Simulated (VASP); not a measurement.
Calculation: PBEsol GGA, VASP's PBE PAW potentials (set 64) (plane waves; VASP).

VASP input:

File KPOINTS:
```
Automatic mesh
0
Gamma
7 7 8
0 0 0
```

### POSCAR
```
LaGaNi4
1
    5.1485400000     0.0000000000     0.0000000000
   -2.5742700000     4.4587660000     0.0000000000
    0.0000000000     0.0000000000     3.8392400000
La Ga Ni
1 1 4
Direct
  0.0000000000   0.0000000000   0.0000000000
  0.3333330000   0.6666670000   0.0000000000
  0.6666670000   0.3333330000   0.0000000000
  0.9935400000   0.4967700000   0.5000000000
  0.5032300000   0.0064600000   0.5000000000
  0.5032300000   0.4967700000   0.5000000000
```

INCAR:
```
! general
SYSTEM =LaGaNi4
PREC   =Accurate
ENCUT  =300   ! plane-wave cut-off (eV)
LREAL  =.FALSE.
LASPH  =.TRUE.   ! aspherical one-centre terms

! electronic loop
EDIFF  =1E-6
NELM   =100
ALGO   =Normal
LMAXMIX=6   ! l cut-off of mixed one-centre charges

! smearing
ISMEAR =-1   ! Fermi-Dirac
SIGMA  =0.05   ! width (eV)

! functional
GGA    =PS

! ions
ISIF   =2   ! forces and stress, cell fixed

! output
LWAVE  =.FALSE.
LCHARG =.FALSE.
```

POTCAR, in this order: La Ga_d Ni (PBE.64 set). Program: vasp_std.

Output

OSZICAR:
```
       N       E                     dE             d eps       ncg     rms          rms(c)
DAV:   1     0.422239650237E+03    0.42224E+03   -0.18392E+04  3094   0.190E+03
DAV:   2     0.326294359759E+02   -0.38961E+03   -0.37246E+03  3334   0.414E+02
DAV:   3    -0.347750760296E+02   -0.67405E+02   -0.63801E+02  3600   0.172E+02
DAV:   4    -0.438177460136E+02   -0.90427E+01   -0.86454E+01  5840   0.542E+01
DAV:   5    -0.444686193776E+02   -0.65087E+00   -0.60625E+00  4906   0.139E+01    0.323E+01
DAV:   6    -0.687543107530E+02   -0.24286E+02   -0.51182E+02  5288   0.270E+02    0.572E+01
DAV:   7    -0.400221896781E+02    0.28732E+02   -0.12768E+02  4534   0.136E+02    0.146E+01
DAV:   8    -0.362268583082E+02    0.37953E+01   -0.16367E+01  4756   0.360E+01    0.462E+00
DAV:   9    -0.360991453418E+02    0.12771E+00   -0.39194E+00  5634   0.165E+01    0.312E+00
DAV:  10    -0.359995234466E+02    0.99622E-01   -0.24188E+00  5510   0.268E+01    0.482E+00
DAV:  11    -0.358129069355E+02    0.18662E+00   -0.78394E-01  4424   0.182E+01    0.856E-01
DAV:  12    -0.358268746669E+02   -0.13968E-01   -0.21377E-01  5064   0.342E+00    0.661E-01
DAV:  13    -0.358222235013E+02    0.46512E-02   -0.28325E-02  4770   0.254E+00    0.423E-01
DAV:  14    -0.358210667220E+02    0.11568E-02   -0.21625E-02  5576   0.202E+00    0.227E-01
DAV:  15    -0.358209529211E+02    0.11380E-03   -0.31337E-03  3860   0.824E-01    0.639E-02
DAV:  16    -0.358210002881E+02   -0.47367E-04   -0.67058E-04  5704   0.294E-01    0.573E-02
DAV:  17    -0.358210099697E+02   -0.96816E-05   -0.16560E-04  5206   0.180E-01    0.249E-02
DAV:  18    -0.358210011962E+02    0.87735E-05   -0.60118E-05  5784   0.753E-02    0.107E-02
DAV:  19    -0.358209985809E+02    0.26153E-05   -0.15357E-05  4720   0.315E-02    0.434E-03
DAV:  20    -0.358209990961E+02   -0.51515E-06   -0.27630E-06  3116   0.163E-02
   1 F= -.35820999E+02 E0= -.35808889E+02  d E =-.242197E-01
```

File OUTCAR:
```
------------------------ aborting loop because EDIFF is reached ----------------------------------------
  FORCE on cell =-STRESS in cart. coord.  units (eV):
  Direction    XX          YY          ZZ          XY          YZ          ZX
  --------------------------------------------------------------------------------------
  Total       -1.5020740     -1.5020737     -1.3315442      0.0000000      0.0000000      0.0000000
  in kB      -27.3059860    -27.3059807    -24.2059510      0.0000000      0.0000000      0.0000000
  external PRESSURE =     -26.2726393 kB  Pullay stress =       0.0000000 kB
  volume of cell :       88.13
      direct lattice vectors                 reciprocal lattice vectors
     5.148540000  0.000000000  0.000000000     0.194229820  0.112138650  0.000000000
    -2.574270000  4.458766000  0.000000000     0.000000000  0.224277300  0.000000000
     0.000000000  0.000000000  3.839240000     0.000000000  0.000000000  0.260468218
 POSITION                                       TOTAL-FORCE (eV/Angst)
 -----------------------------------------------------------------------------------
      0.00000      0.00000      0.00000         0.000000     -0.000000      0.000000
     -0.00000      2.97251      0.00000         0.000000     -0.000000      0.000000
      2.57427      1.48625      0.00000         0.000000     -0.000000      0.000000
      3.83646      2.21498      1.91962        -0.016977     -0.009801     -0.000000
      2.57427      0.02880      1.91962         0.000000      0.019603      0.000000
      1.31208      2.21498      1.91962         0.016977     -0.009801     -0.000000
 -----------------------------------------------------------------------------------
    total drift:                                0.000661     -0.000379      0.000000
  FREE ENERGIE OF THE ION-ELECTRON SYSTEM (eV)
  ---------------------------------------------------
  free  energy   TOTEN  =       -35.8209990961 eV

  energy  without entropy=      -35.7967794293  energy(sigma->0) =      -35.80888926
```
(Selected blocks of OUTCAR.)

At this cut-off the stress carries a Pulay error, which pulls relaxed volumes low.

The structure comes from a computed database's LaGaNi4 entry; how it stands against other phases isn't given here. The cell was not relaxed at this level. The run is not spin-polarised, so no magnetic state was tried.
